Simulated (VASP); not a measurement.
OSZICAR of a VASP run on Cs:

**OSZICAR**
```
       N       E                     dE             d eps       ncg     rms          rms(c)
DAV:   1    -0.337874204920E+01   -0.33787E+01   -0.61449E-05   330   0.365E-02    0.578E-03
DAV:   2    -0.337873896266E+01    0.30865E-05   -0.16155E-05   312   0.176E-02    0.317E-03
DAV:   3    -0.337873859848E+01    0.36418E-06   -0.28518E-06   282   0.778E-03    0.116E-03
DAV:   4    -0.337873861365E+01   -0.15173E-07   -0.28822E-07   174   0.273E-03
   1 F= -.33787386E+01 E0= -.33800724E+01  d E =0.400130E-02
```

### Question
Which electronic solver shows in the log?

### Answer
It is blocked Davidson (ALGO = Normal, or the opening steps of other solvers). The INCAR had ALGO = Normal.

### Question
Can the final energy be trusted as converged?

### Answer
Self-consistency was reached. It stopped with EDIFF = 1E-6, NELM = 100 (PBEsol GGA, plane waves, VASP's PBE PAW potentials (set 64)).

The cell is a thin slab with vacuum, built from Cs (bcc): (100) face.
